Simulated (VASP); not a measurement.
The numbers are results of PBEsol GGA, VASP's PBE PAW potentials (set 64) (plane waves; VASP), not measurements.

A VASP calculation is set up with these files.

File KPOINTS:
```
Automatic mesh
0
Gamma
9 9 9
0 0 0
```

**INCAR**
```
ALGO = Normal
EDIFF = 1E-6
EDIFFG = -0.02
ENCUT = 500
GGA = PS
IBRION = 2
ISIF = 3
ISMEAR = 1
ISPIN = 2
LASPH = .True.
LCHARG = .False.
LMAXMIX = 4
LORBIT = 10
LREAL = .False.
LWAVE = .False.
MAGMOM = 2.8 3*0.6
NELM = 100
NSW = 40
PREC = Accurate
PSTRESS = 200
SIGMA = 0.1
SYSTEM = Ni3Fe
```

File POSCAR:
```
Ni3Fe
1.0
  3.4394449244   0.0000000000   0.0000000000
  0.0000000000   3.4394449244   0.0000000000
  0.0000000000   0.0000000000   3.4394449244
Fe Ni
1 3
Cart
  0.0000000000   0.0000000000   0.0000000000
  0.0000000000   1.7197224622   1.7197224622
  1.7197224622   0.0000000000   1.7197224622
  1.7197224622   1.7197224622   0.0000000000
```

POTCAR, in this order: Fe Ni (PBE.64 set). Program: vasp_std.

Output

OSZICAR:
```
       N       E                     dE             d eps       ncg     rms          rms(c)
DAV:   1     0.236991479594E+03    0.23699E+03   -0.16983E+04  3652   0.211E+03
DAV:   2    -0.185540766043E+02   -0.25555E+03   -0.24654E+03  3501   0.371E+02
DAV:   3    -0.322356515651E+02   -0.13682E+02   -0.13007E+02  3569   0.119E+02
DAV:   4    -0.324196402306E+02   -0.18399E+00   -0.18340E+00  3748   0.145E+01
DAV:   5    -0.324249934896E+02   -0.53533E-02   -0.53527E-02  4861   0.203E+00    0.239E+01
DAV:   6    -0.284705202600E+02    0.39545E+01   -0.41556E+01  3571   0.987E+01    0.130E+01
DAV:   7    -0.289013116696E+02   -0.43079E+00   -0.81997E+00  3932   0.715E+01    0.176E+01
DAV:   8    -0.276534697791E+02    0.12478E+01   -0.60673E+00  3827   0.485E+01    0.480E+00
DAV:   9    -0.276212363402E+02    0.32233E-01   -0.44341E-01  4407   0.121E+01    0.305E+00
DAV:  10    -0.275923291059E+02    0.28907E-01   -0.65439E-02  4217   0.643E+00    0.113E+00
DAV:  11    -0.275892676324E+02    0.30615E-02   -0.12827E-02  5262   0.144E+00    0.571E-01
DAV:  12    -0.275887853147E+02    0.48232E-03   -0.17622E-03  4696   0.474E-01    0.174E-01
DAV:  13    -0.275888017432E+02   -0.16428E-04   -0.25004E-04  3637   0.307E-01    0.696E-02
DAV:  14    -0.275887960272E+02    0.57160E-05   -0.86179E-05  5328   0.150E-01    0.307E-02
DAV:  15    -0.275887916014E+02    0.44258E-05   -0.15660E-05  4190   0.771E-02    0.182E-02
DAV:  16    -0.275887913953E+02    0.20605E-06   -0.24086E-06  2056   0.409E-02
   1 F= -.22509718E+02 E0= -.22510249E+02  d E =-.225097E+02  mag=     4.4676
       N       E                     dE             d eps       ncg     rms          rms(c)
DAV:   1    -0.323738927598E+02   -0.47851E+01   -0.67444E+01  3515   0.114E+02    0.245E+01
DAV:   2    -0.488278138736E+02   -0.16454E+02   -0.10602E+02  4200   0.259E+02    0.485E+01
DAV:   3    -0.271900081814E+02    0.21638E+02   -0.10001E+02  4044   0.101E+02    0.102E+01
DAV:   4    -0.268706854920E+02    0.31932E+00   -0.44283E+00  4128   0.392E+01    0.820E+00
DAV:   5    -0.269757764864E+02   -0.10509E+00   -0.54628E-01  3622   0.129E+01    0.544E+00
DAV:   6    -0.270629340660E+02   -0.87158E-01   -0.16917E-01  6165   0.781E+00    0.389E+00
DAV:   7    -0.270507527893E+02    0.12181E-01   -0.86921E-02  5166   0.688E+00    0.158E+00
DAV:   8    -0.270444010180E+02    0.63518E-02   -0.12367E-01  4807   0.781E+00    0.153E+00
DAV:   9    -0.270361334417E+02    0.82676E-02   -0.29194E-02  4480   0.464E+00    0.506E-01
DAV:  10    -0.270372362797E+02   -0.11028E-02   -0.61174E-03  4814   0.897E-01    0.327E-01
DAV:  11    -0.270373039303E+02   -0.67651E-04   -0.58279E-04  4021   0.584E-01    0.150E-01
DAV:  12    -0.270372922468E+02    0.11683E-04   -0.16861E-04  5174   0.261E-01    0.593E-02
DAV:  13    -0.270372840042E+02    0.82426E-05   -0.35775E-05  5098   0.111E-01    0.192E-02
DAV:  14    -0.270372821467E+02    0.18575E-05   -0.63565E-06  3600   0.543E-02    0.558E-03
DAV:  15    -0.270372823103E+02   -0.16362E-06   -0.12694E-06  2126   0.125E-02
   2 F= -.22409981E+02 E0= -.22410234E+02  d E =0.997371E-01  mag=     4.4225
       N       E                     dE             d eps       ncg     rms          rms(c)
DAV:   1    -0.296559979148E+02   -0.26187E+01   -0.27799E+01  3507   0.805E+01    0.149E+01
DAV:   2    -0.371310472836E+02   -0.74750E+01   -0.57547E+01  3949   0.157E+02    0.420E+01
DAV:   3    -0.276318599069E+02    0.94992E+01   -0.17573E+01  4374   0.120E+02    0.838E+00
DAV:   4    -0.275024641699E+02    0.12940E+00   -0.18908E+00  3809   0.194E+01    0.362E+00
DAV:   5    -0.274860221919E+02    0.16442E-01   -0.16504E-01  3837   0.470E+00    0.190E+00
DAV:   6    -0.274663189907E+02    0.19703E-01   -0.44732E-02  4916   0.287E+00    0.750E-01
DAV:   7    -0.274658163635E+02    0.50263E-03   -0.40399E-03  3982   0.113E+00    0.341E-01
DAV:   8    -0.274658737004E+02   -0.57337E-04   -0.15978E-03  4475   0.474E-01    0.193E-01
DAV:   9    -0.274658533554E+02    0.20345E-04   -0.28622E-04  4013   0.398E-01    0.841E-02
DAV:  10    -0.274658827212E+02   -0.29366E-04   -0.16063E-04  3713   0.186E-01    0.215E-02
DAV:  11    -0.274658855685E+02   -0.28474E-05   -0.18101E-05  3765   0.868E-02    0.103E-02
DAV:  12    -0.274658856368E+02   -0.68271E-07   -0.13218E-06  1942   0.168E-02
   3 F= -.22553594E+02 E0= -.22553968E+02  d E =-.438758E-01  mag=     4.4586
```

### OUTCAR
```
------------------------ aborting loop because EDIFF is reached ----------------------------------------
  FORCE on cell =-STRESS in cart. coord.  units (eV):
  Direction    XX          YY          ZZ          XY          YZ          ZX
  --------------------------------------------------------------------------------------
  Total        4.9063542      4.9063542      4.9063542      0.0000000     -0.0000000     -0.0000000
  in kB      199.7582498    199.7582498    199.7582498      0.0000000     -0.0000000     -0.0000000
  external PRESSURE =      -0.2417502 kB  Pullay stress =     200.0000000 kB
  volume of cell :       39.35
      direct lattice vectors                 reciprocal lattice vectors
     3.401378153  0.000000000  0.000000000     0.293998478 -0.000000000 -0.000000000
     0.000000000  3.401378153 -0.000000000    -0.000000000  0.293998478  0.000000000
     0.000000000 -0.000000000  3.401378153    -0.000000000  0.000000000  0.293998478
 POSITION                                       TOTAL-FORCE (eV/Angst)
 -----------------------------------------------------------------------------------
      0.00000      0.00000      0.00000        -0.000000      0.000000      0.000000
      0.00000      1.70069      1.70069         0.000000     -0.000000      0.000000
      1.70069     -0.00000      1.70069        -0.000000     -0.000000      0.000000
      1.70069      1.70069      0.00000        -0.000000      0.000000      0.000000
 -----------------------------------------------------------------------------------
    total drift:                                0.000000      0.000000      0.000000
  FREE ENERGIE OF THE ION-ELECTRON SYSTEM (eV)
  ---------------------------------------------------
  free  energy   TOTEN  =       -27.4658856368 eV

  energy  without entropy=      -27.4670084978  energy(sigma->0) =      -27.46625992
  enthalpy is  TOTEN    =       -22.5535937237 eV   P V=        4.9122919131

 total charge

# of ion       s       p       d       tot
------------------------------------------
    1        0.529   0.614   6.231   7.374
    2        0.563   0.634   8.393   9.590
    3        0.563   0.634   8.393   9.590
    4        0.563   0.634   8.393   9.590
--------------------------------------------------
tot          2.219   2.516  31.409  36.144

 magnetization (x)

# of ion       s       p       d       tot
------------------------------------------
    1        0.008   0.001   2.711   2.720
    2       -0.015  -0.043   0.626   0.567
    3       -0.015  -0.043   0.626   0.567
    4       -0.015  -0.043   0.626   0.567
--------------------------------------------------
tot         -0.038  -0.129   4.588   4.422

 reached required accuracy - stopping structural energy minimisation
```
(Selected blocks of OUTCAR.)

**CONTCAR**
```
Ni3Fe
   1.00000000000000
     3.4013781526020357    0.0000000000000000    0.0000000000000000
     0.0000000000000000    3.4013781526020357   -0.0000000000000000
     0.0000000000000000   -0.0000000000000000    3.4013781526020357
  Fe              Ni
     1     3
Direct
     0.0000000000000000    0.0000000000000000    0.0000000000000000
     0.0000000000000000    0.5000000000000000    0.5000000000000000
     0.5000000000000000    0.0000000000000000    0.5000000000000000
     0.5000000000000000    0.5000000000000000    0.0000000000000000
```

File OUTCAR:
```
 val. band max:       10.1205348835   @ k =   0.4444   0.1111   0.1111

 cond. band min:      10.1224812061   @ k =   0.1111   0.1111   0.1111


 Fermi energy:        10.1212146510

 spin component 1

 k-point     1 :       0.0000    0.0000    0.0000
  band No.  band energies     occupation
      1       0.1259      1.00000
      2       4.0832      1.00000
      3       4.0832      1.00000
      4       4.6844      1.00000
      5       4.9186      1.00000
      6       4.9186      1.00000
      7       4.9186      1.00000
      8       7.1470      1.00000
      9       7.1470      1.00000
     10       7.1470      1.00000
     11       8.4425      1.00000
     12       8.4425      1.00000
     13       9.3455      1.00000
     14       9.3668      1.00000
     15       9.3668      1.00000
     16       9.5841      1.00000
     17       9.5841      1.00000
     18       9.5841      1.00000
     19       9.6100      1.00000
     20       9.6100      1.00000
     21       9.6100      1.00000
     22      12.4176      0.00000
     23      12.4176      0.00000
     24      12.4176      0.00000
     25      20.1268      0.00000

 k-point     2 :       0.1111    0.0000    0.0000
  band No.  band energies     occupation
      1       0.3014      1.00000
      2       4.1447      1.00000
      3       4.1744      1.00000
      4       4.7556      1.00000
      5       4.9774      1.00000
      6       4.9869      1.00000
      7       4.9869      1.00000
      8       7.0747      1.00000
      9       7.2011      1.00000
     10       7.2011      1.00000
     11       8.3724      1.00000
     12       8.4665      1.00000
     13       9.1437      1.00000
     14       9.1437      1.00000
     15       9.2676      1.00000
     16       9.2783      1.00000
     17       9.3345      1.00000
     18       9.4952      1.00000
     19       9.4952      1.00000
     20       9.5843      1.00000
     21       9.6102      1.00000
...
```

Energy and stress use the plane-wave basis of the starting cell.

The compound is Ni3Fe in the L1_2 structure. This run relaxes it under an external pressure of 20 GPa. Symmetry was kept, so distortions that lower it aren't found.
